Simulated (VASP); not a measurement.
Data:

```
O2Si
1.0
    4.05370     0.00000     0.00000
    0.00000     4.05370     0.00000
    0.00000     0.00000     2.62356
Si O
2 4
Direct
  0.00000   0.00000   0.00000
  0.50000   0.50000   0.50000
  0.30335   0.30335   0.00000
  0.80335   0.19665   0.50000
  0.19665   0.80335   0.50000
  0.69665   0.69665   0.00000
```

Method: r2SCAN meta-GGA, VASP's PBE PAW potentials (set 64) (plane waves; VASP). Settings: 620 eV cut-off, 6×6×8 Γ-centred mesh, Gaussian smearing of 0.050 eV, potentials Si O.

Energy and stress use the plane-wave basis of the starting cell.

Q: The ions, cell shape and volume at an external pressure of 45.0 GPa are relaxed. Predict the relaxed structure.

A: 
```
O2Si
1.0
    4.00686     0.00000     0.00000
    0.00000     4.00686     0.00000
    0.00000     0.00000     2.60071
Si O
2 4
Direct
  0.00000   0.00000   0.00000
  0.50000   0.50000   0.50000
  0.30256   0.30256   0.00000
  0.80256   0.19744   0.50000
  0.19744   0.80256   0.50000
  0.69744   0.69744   0.00000
```
Space group P4_2/mnm (136), at a tolerance of 0.03 Å.

Q: How do energy and volume change from the first to the last step?

A: The energy (σ→0) changes by +52.6 meV/atom and the volume by -3.1 %, in 7 ionic steps.

| step | E(σ→0) (eV) | max force (eV/Å) | pressure (GPa) | volume (Å³) |
|---|---|---|---|---|
| 1 | -58.4799 | 0.013 | 29.90 | 43.11 |
| 2 | -57.0655 | 0.631 | 85.18 | 39.02 |
| 3 | -58.1827 | 0.188 | 44.58 | 41.83 |
| 4 | -58.1736 | 0.193 | 44.98 | 41.80 |
| 5 | -58.1546 | 0.166 | 45.05 | 41.72 |
| 6 | -58.1643 | 0.012 | 45.00 | 41.76 |
| 7 | -58.1641 | 0.001 | 44.99 | 41.75 |

The compound is SiO2 in the rutile structure, stishovite, a high-pressure form. This run relaxes it under an external pressure of 45 GPa. Symmetry was kept, so distortions that lower it aren't found.
